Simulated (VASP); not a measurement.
VASP ran on this input.

**KPOINTS**
```
Automatic mesh
0
Gamma
2 2 2
0 0 0
```

INCAR:
```
SYSTEM = Nd(AlGa)2
PREC = Accurate
ENCUT = 400
EDIFF = 1E-6
NELM = 25
ALGO = VeryFast
LREAL = .FALSE.
LASPH = .TRUE.
ISMEAR = 1
SIGMA = 0.1
GGA = PE
LMAXMIX = 6
LWAVE = .FALSE.
LCHARG = .FALSE.
ISIF = 2
HFSCREEN = 0.2
AEXX = 0.25
LHFCALC = .TRUE.
PRECFOCK = Fast
ISYM = 3
```

POSCAR:
```
Nd(AlGa)2
1
    2.9528850000    -2.9579850000     0.0000000000
    2.9528850000     2.9579850000     0.0000000000
   -2.8876460000     0.0000000000     5.6051250000
Nd Al Ga
1 2 2
Direct
  0.0000000000   0.0000000000   0.0000000000
  0.2475200000   0.7524800000   0.5000000000
  0.7524800000   0.2475200000   0.5000000000
  0.6106300000   0.6106300000   0.2230600000
  0.3893700000   0.3893700000   0.7769400000
```

POTCAR, in this order: Nd_3 Al Ga_d (PBE.64 set). Program: vasp_std.

The resulting files:

### standard output
```
 POSCAR found type information on POSCAR NdAlGa
 POSCAR found :  3 types and       5 ions
 Reading from existing POTCAR
 Reading from existing POTCAR
 LDA part: xc-table for (Slater+PW92), standard interpolation
 POSCAR, INCAR and KPOINTS ok, starting setup
 WAVECAR not read
 entering main loop
       N       E                     dE             d eps       ncg     rms          rms(c)
RMM:   1    -0.254520752186E+04   -0.25452E+04   -0.19560E+04   150   0.200E+03
RMM:   2    -0.247752112976E+04    0.67686E+02   -0.40810E+03   150   0.408E+02
RMM:   3    -0.245552576475E+04    0.21995E+02   -0.60026E+02   150   0.214E+02
RMM:   4    -0.246729160722E+04   -0.11766E+02   -0.18280E+02   150   0.129E+02
RMM:   5    -0.247351670177E+04   -0.62251E+01   -0.79214E+01   150   0.789E+01
RMM:   6    -0.247611351670E+04   -0.25968E+01   -0.37910E+01   150   0.459E+01
RMM:   7    -0.247773751509E+04   -0.16240E+01   -0.22618E+01   150   0.353E+01
RMM:   8    -0.247875155447E+04   -0.10140E+01   -0.14347E+01   150   0.262E+01
RMM:   9    -0.247868575416E+04    0.65800E-01   -0.22386E+01   518   0.240E+01
RMM:  10    -0.247896429884E+04   -0.27854E+00   -0.71313E+00   521   0.119E+01
RMM:  11    -0.247912182712E+04   -0.15753E+00   -0.33522E+00   521   0.101E+01
RMM:  12    -0.247915960226E+04   -0.37775E-01   -0.19706E+00   525   0.995E+00    0.102E+01
RMM:  13     0.178948542295E+03    0.26581E+04   -0.42124E+01   600   0.624E+01    0.989E+00
RMM:  14     0.177260922988E+03   -0.16876E+01   -0.34371E+00   485   0.187E+01    0.575E+00
RMM:  15     0.178009540692E+03    0.74862E+00   -0.10323E+00   470   0.104E+01    0.357E+00
RMM:  16     0.178223525628E+03    0.21398E+00   -0.63333E-01   488   0.977E+00    0.194E+00
RMM:  17     0.178285571300E+03    0.62046E-01   -0.71240E-01   485   0.104E+01    0.113E+00
RMM:  18     0.178326071859E+03    0.40501E-01   -0.55353E-01   490   0.106E+01    0.575E-01
RMM:  19     0.178334231956E+03    0.81601E-02   -0.70966E-01   501   0.112E+01    0.313E-01
RMM:  20     0.178348684913E+03    0.14453E-01   -0.57171E-01   497   0.113E+01    0.147E-01
RMM:  21     0.178344557049E+03   -0.41279E-02   -0.72408E-01   507   0.118E+01    0.822E-02
RMM:  22     0.178352134778E+03    0.75777E-02   -0.59268E-01   508   0.117E+01    0.811E-02
RMM:  23     0.178347147172E+03   -0.49876E-02   -0.72652E-01   511   0.121E+01    0.600E-02
RMM:  24     0.178351426522E+03    0.42793E-02   -0.60516E-01   513   0.119E+01    0.769E-02
RMM:  25     0.178344630682E+03   -0.67958E-02   -0.73601E-01   526   0.123E+01

 -----------------------------------------------------------------------------
|                                                                             |
|           W    W    AA    RRRRR   N    N  II  N    N   GGGG   !!!           |
|           W    W   A  A   R    R  NN   N  II  NN   N  G    G  !!!           |
|           W    W  A    A  R    R  N N  N  II  N N  N  G       !!!           |
|           W WW W  AAAAAA  RRRRR   N  N N  II  N  N N  G  GGG   !            |
|           WW  WW  A    A  R   R   N   NN  II  N   NN  G    G                |
|           W    W  A    A  R    R  N    N  II  N    N   GGGG   !!!           |
|                                                                             |
|     The electronic self-consistency was not achieved in the given           |
|     number of steps (NELM). The forces and other quantities evaluated       |
|     might not be reliable so examine the results carefully. If you find     |
|     spurious results, we suggest increasing NELM, if you were close to      |
|     convergence or switching to a different ALGO or adjusting the           |
|     density mixing parameters otherwise.                                    |
|                                                                             |
 -----------------------------------------------------------------------------

   1 F= 0.17834463E+03 E0= 0.17834546E+03  d E =-.248244E-02
```

File OUTCAR:
```
------------------------ aborting loop EDIFF was not reached (unconverged)  ----------------------------
  FORCE on cell =-STRESS in cart. coord.  units (eV):
  Direction    XX          YY          ZZ          XY          YZ          ZX
  --------------------------------------------------------------------------------------
  Total     -246.0671039   -246.0195237   -247.9207688      0.0000000      0.0000000      0.0756515
  in kB    -4026.3019492  -4025.5234116  -4056.6327591      0.0000000      0.0000000      1.2378566
  external PRESSURE =   -4036.1527066 kB  Pullay stress =       0.0000000 kB
  volume of cell :       97.92
      direct lattice vectors                 reciprocal lattice vectors
     2.952885000 -2.957985000  0.000000000     0.169325930 -0.169033988  0.087233263
     2.952885000  2.957985000  0.000000000     0.169325930  0.169033988  0.087233263
    -2.887646000  0.000000000  5.605125000     0.000000000  0.000000000  0.178408153
 POSITION                                       TOTAL-FORCE (eV/Angst)
 -----------------------------------------------------------------------------------
      0.00000      0.00000      0.00000         0.000000      0.000000      0.000000
      1.50906      1.49366      2.80256        -0.000000      0.027624     -0.000000
      1.50906     -1.49366      2.80256        -0.000000     -0.027624      0.000000
      2.96212      0.00000      1.25028         0.007098     -0.000000      0.602503
      0.05600      0.00000      4.35485        -0.007098      0.000000     -0.602503
 -----------------------------------------------------------------------------------
    total drift:                               -0.032644     -1.604128      0.138877
  FREE ENERGIE OF THE ION-ELECTRON SYSTEM (eV)
  ---------------------------------------------------
  free  energy   TOTEN  =       178.3446306821 eV

  energy  without entropy=      178.3471131178  energy(sigma->0) =      178.34545816

  exchange ACFDT corr.  =        -0.01853902  see jH, gK, PRB 81, 115126
```
(Selected blocks of OUTCAR.)

**Question.** From input and log, find the fault in this run and mend it.

**Answer.** The cause: a hybrid functional was run with ALGO = VeryFast. Convergence was not reached. Against the sound run, the energy per atom (σ→0) goes up by 39.915 eV/atom; the pressure decreases by 402.93 GPa; the largest force rises by 0.295 eV/Å. To mend it, set ALGO = Normal.

The mended run (HSE06 screened hybrid, plane waves, VASP's PBE PAW potentials (set 64)) converges, and its OSZICAR ends with
```
   1 F= -.21226619E+02 E0= -.21227693E+02  d E =0.322248E-02
```

The structure comes from a computed database's Al2Ga2Nd entry (C2/m); how it stands against other phases isn't given here. The cell was not relaxed at this level. The electron count is odd and the run is not spin-polarised, which forces a metal. The 4f electrons are frozen in the core of the lanthanide potential, so 4f levels, which can set the real gap, and their magnetism are missing.
